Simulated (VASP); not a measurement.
Method: TPSS meta-GGA, VASP's PBE PAW potentials (set 64) (plane waves; VASP).

VASP ran on this input.

### KPOINTS
```
Automatic mesh
0
Gamma
7 7 7
0 0 0
```

**INCAR**
```
! general
SYSTEM =CdS
PREC   =Accurate
ENCUT  =520   ! plane-wave cut-off (eV)
LREAL  =.FALSE.
LASPH  =.TRUE.   ! aspherical one-centre terms

! electronic loop
EDIFF  =1E-6   ! SCF stop (eV)
NELM   =100
ALGO   =Normal   ! blocked Davidson
LMAXMIX=4
LMIXTAU=.TRUE.

! smearing
ISMEAR =0
SIGMA  =0.05

! functional
METAGGA=TPSS

! ions
IBRION =2   ! conjugate gradients
NSW    =60   ! most ionic steps
ISIF   =3   ! ions, shape and volume
EDIFFG =-0.01   ! ionic stop

! output
LWAVE  =.FALSE.
LCHARG =.FALSE.
```

**POSCAR**
```
CdS
1
    0.0000000000     2.9688828585     2.9688828585
    2.9688828585     0.0000000000     2.9688828585
    2.9688828585     2.9688828585     0.0000000000
Cd S
1 1
Direct
  0.0000000000   0.0000000000   0.0000000000
  0.2500000000   0.2500000000   0.2500000000
```

POTCAR, in this order: Cd S (PBE.64 set). Program: vasp_std.

The resulting files:

### OSZICAR
```
       N       E                     dE             d eps       ncg     rms          rms(c)
DAV:   1     0.219088176556E+03    0.21909E+03   -0.42881E+04   520   0.129E+05
DAV:   2     0.132457974584E+01   -0.21776E+03   -0.20306E+03   700   0.402E+02
DAV:   3    -0.388507433690E+02   -0.40175E+02   -0.38312E+02   852   0.137E+02
DAV:   4    -0.222446564359E+02    0.16606E+02   -0.13373E+02   710   0.434E+01
DAV:   5    -0.326123775034E+02   -0.10368E+02   -0.10290E+02   686   0.384E+00    0.226E+01
DAV:   6    -0.193867538157E+02    0.13226E+02   -0.12869E+02   581   0.465E+01    0.813E+00
DAV:   7    -0.195151334110E+02   -0.12838E+00   -0.12639E+00   585   0.718E+00    0.483E+00
DAV:   8    -0.192221270103E+02    0.29301E+00   -0.36628E-01   560   0.679E+00    0.117E+00
DAV:   9    -0.195039244858E+02   -0.28180E+00   -0.17065E-01   520   0.502E+00    0.539E-01
DAV:  10    -0.194786706131E+02    0.25254E-01   -0.59267E-02   520   0.283E+00    0.279E-01
DAV:  11    -0.195007063638E+02   -0.22036E-01   -0.34611E-03   590   0.806E-01    0.117E-01
DAV:  12    -0.195094290872E+02   -0.87227E-02   -0.52167E-03   520   0.734E-01    0.186E-01
DAV:  13    -0.195119450297E+02   -0.25159E-02   -0.29486E-03   520   0.624E-01    0.515E-02
DAV:  14    -0.195133850078E+02   -0.14400E-02   -0.14784E-03   520   0.409E-01    0.528E-02
DAV:  15    -0.195135538348E+02   -0.16883E-03   -0.16660E-04   615   0.150E-01    0.185E-02
DAV:  16    -0.195137484762E+02   -0.19464E-03   -0.53765E-05   530   0.783E-02    0.650E-03
DAV:  17    -0.195137499888E+02   -0.15126E-05   -0.58398E-06   585   0.302E-02    0.676E-03
DAV:  18    -0.195137516382E+02   -0.16494E-05   -0.14338E-06   399   0.153E-02    0.185E-03
DAV:  19    -0.195137533484E+02   -0.17102E-05   -0.35141E-07   360   0.677E-03    0.977E-04
DAV:  20    -0.195137536153E+02   -0.26698E-06   -0.11239E-07   305   0.451E-03
   1 F= -.19513754E+02 E0= -.19513754E+02  d E =-.195138E+02
```

OUTCAR:
```
------------------------ aborting loop because EDIFF is reached ----------------------------------------
  FORCE on cell =-STRESS in cart. coord.  units (eV):
  Direction    XX          YY          ZZ          XY          YZ          ZX
  --------------------------------------------------------------------------------------
  Total        0.0008948      0.0008948      0.0008948     -0.0000000      0.0000000      0.0000000
  in kB        0.0273924      0.0273924      0.0273924     -0.0000000      0.0000000      0.0000000
  external PRESSURE =       0.0273924 kB  Pullay stress =       0.0000000 kB
  volume of cell :       52.34
      direct lattice vectors                 reciprocal lattice vectors
     0.000000000  2.968882859  2.968882859    -0.168413516  0.168413516  0.168413516
     2.968882859  0.000000000  2.968882859     0.168413516 -0.168413516  0.168413516
     2.968882859  2.968882859  0.000000000     0.168413516  0.168413516 -0.168413516
  FREE ENERGIE OF THE ION-ELECTRON SYSTEM (eV)
  ---------------------------------------------------
  free  energy   TOTEN  =       -19.5137536153 eV

  energy  without entropy=      -19.5137536153  energy(sigma->0) =      -19.51375362

 reached required accuracy - stopping structural energy minimisation
```
(Selected blocks of OUTCAR.)

The compound is CdS in the zinc blende structure, a metastable form; wurtzite is the usual one. It was relaxed first, which changed the volume by +6 %. The start is the result of an earlier pass.
